**Question.** A spring of 100 N/m acting on a mass of 10 atomic units (u) vibrates at about 400 cm⁻¹. Four times the stiffness doubles this frequency, and four times the mass halves it.

In a tetragonal Si₂N crystal each N sits at the centre of eight Si atoms. Each Si has four N neighbours and two Si neighbours, the latter in a straight chain. In a density-functional calculation N, moved sideways against the Si atoms, most likely has the frequency −492.6 cm⁻¹; the minus sign marks an imaginary frequency. Estimate by hand the modes in which neighbouring Si atoms move in opposite directions (a) across the chain and (b) along it.

**Model answer.** An imaginary frequency means that the energy curves downwards: the atom sits on a hilltop, and a small push grows instead of swinging back. The formula for a spring still holds if the stiffness $K$ is negative and its sign is carried over to the frequency:

$$\nu = 130.3\ \mathrm{cm^{-1}}\sqrt{K/m},$$

with $K$ in N/m and $m$ in u.

When N moves against both Si atoms of the cell, the mass is the reduced mass $\mu = 2m_{\mathrm{Si}}m_{\mathrm{N}}/(2m_{\mathrm{Si}}+m_{\mathrm{N}})$, about 11 u. The frequency in the question then gives $K\approx-160$ N/m.

(a) N now rests and the Si atoms move. The eight Si–N contacts that made up $K$ are shared between two Si atoms, so each Si feels $K/2$. If forces between Si atoms are neglected, $K$ cancels from the ratio of the two frequencies:

$$\frac{\nu_{\mathrm{Si}}}{\nu_{\mathrm{N}}}=\sqrt{\frac{m_{\mathrm{N}}}{m_{\mathrm{N}}+2m_{\mathrm{Si}}}}=\sqrt{\frac{14.0}{70.2}}\approx0.45 .$$

The estimate is −220 cm⁻¹.

(b) Along the chain the Si–Si bonds are stretched and squeezed. Each Si has two such bonds, and each changes by twice the displacement because the neighbour moves the opposite way. This adds $4k$ to the stiffness, where $k$ is the spring of one bond. Bulk silicon, with an optical frequency of very roughly 520 cm⁻¹, suggests $k\approx168$ N/m (there the four tetrahedral bonds give a stiffness of $4k/3$, acting on half the mass of one Si atom). The total is $-80+4\times168\approx590$ N/m, which on 28.1 u gives about 600 cm⁻¹, a real vibration.

Harmonic phonon frequencies of tetragonal Si₂N (I4/mmm, 3-atom cell) at the relaxed cell, from finite displacements of 0.015 Å in VASP 6.6.1 with PBEsol and PAW PBE potentials, without spin polarisation. The runs used a 600 eV cutoff, a 7×7×7 k mesh and Gaussian smearing of 0.02 eV. Phonon q row 1 is the Γ point (0, 0, 0); negative values stand for imaginary frequencies.

```tsv
row	phonon q row (row)	phonon frequency (cm⁻¹)
1	1	-492.6
2	1	-492.6
3	1	-486.4
4	1	-234.0
5	1	-234.0
6	1	0.2
7	1	0.2
8	1	0.2
9	1	418.5
```

**How good are the estimates?** Rows 4 and 5 are answer (a), and the rule falls short of their size by 6 %. Row 9 is answer (b): the sign is right, but the estimate is 43 % above the computed value. Row 1 supplied $K$, and row 2 is its twin by symmetry, so neither tests the rule. Row 3, N moving along the chain direction, is met within about 1 % if the cage is taken as equally steep in all directions. Rows 6 to 8 are shifts of the whole crystal, which cost no energy.

**Remarks on the reasoning.** A mistake to avoid in (a) is to keep the stiffness $K$ and merely put in the reduced mass of two Si atoms, half the mass of one, which gives −440 cm⁻¹, almost twice the computed size. Each Si moves against resting N atoms, so it counts with its full mass and with only half of the contacts. Heavier cage atoms would lower the ratio further, as long as the contacts are shared in the same way.

The hilltop itself probably has a chemical reason. Si–N bonds are normally about 1.7 to 1.8 Å long, whereas here all eight contacts are 2.33 Å in the relaxed cell. Theory therefore expects N to gain energy by leaving the centre and bonding closely to a few Si atoms. If the rows are matched to the motions as here, the same poorly matched contacts also account for most of the instability of the Si atoms in (a).

Answer (b) shows where borrowing a spring becomes risky. The chain bonds are about as long as those in bulk silicon, yet rows 3 and 9 together imply an effective spring of only 92 N/m, little more than half the borrowed one. This effective value also takes in forces between Si atoms of neighbouring chains, which the rule leaves out, so it is not the stiffness of a chain bond alone. A similar bond length is therefore not enough to make the borrowed spring safe. Here the rule gave the right sign and order of magnitude, but no more. Even the sign is safe only where the bond term $4k$ clearly outweighs the negative $K/2$.

The comparison also depends on matching each row to a motion. For row 9 there is further support from the same run: letting the atoms relax under strain lowers the elastic difference $C_{11}-C_{12}$ by 6 GPa, as it should if the chain mode is stable. That rows 1 and 2 belong to N is an inference from their closeness to row 3. If rows 1 and 2 were exchanged with rows 4 and 5, the good agreement in (a) would be lost.

For practical use, the signs matter more than the last few per cent. Five downward curvatures mean that this structure is held in place only by its symmetry, so it should not be used to predict the properties of a real material. The run also kept spin off although the cell has an odd number of electrons, and the k mesh was not tested, so the frequencies themselves may shift. The rule describes the first small step away from the symmetric structure, not the structure reached at the end. The output below compares the rule, with $K$ taken from row 1 and $k$ from bulk silicon, with every row.

Printed output of the fit:

```
Reduced mass of N against two Si (u): 11.21
Curvature K felt by N, from row 1 (N/m): -160.2
Frequency ratio of in-plane Si mode to N mode, rule: 0.4466
Same ratio, computed: 0.475
Si-Si spring k from bulk silicon (N/m): 167.8
Total curvature per Si in row 9 by the rule, K/2 + 4k (N/m): 591.2
Rule against calculation (1/cm):
  row  computed    rule   miss
    1    -492.6  -492.6      0
    2    -492.6  -492.6      0
    3    -486.4  -492.6   -6.2
    4      -234    -220  14.02
    5      -234    -220  14.02
    6       0.2       0   -0.2
    7       0.2       0   -0.2
    8       0.2       0   -0.2
    9     418.5   597.7  179.2
Size error of the rule in row 3 (percent): 1.275
Size error of the rule in row 4 (percent): -5.99
Size error of the rule in row 9 (percent): 42.81
Rival for row 4, same stiffness and only the mass changed (1/cm): -440
Rival for row 3, pure stretching springs (1/cm): -412
Si-N contact in the relaxed cell (A): 2.327
Effective Si-Si term in the plane, per Si (N/m): -10.53
Effective Si-Si spring per chain contact from rows 3 and 9 (N/m): 91.99
C11-C12 with ions clamped (GPa): -230.9
Change of C11-C12 when ions relax (GPa): -6.208
```
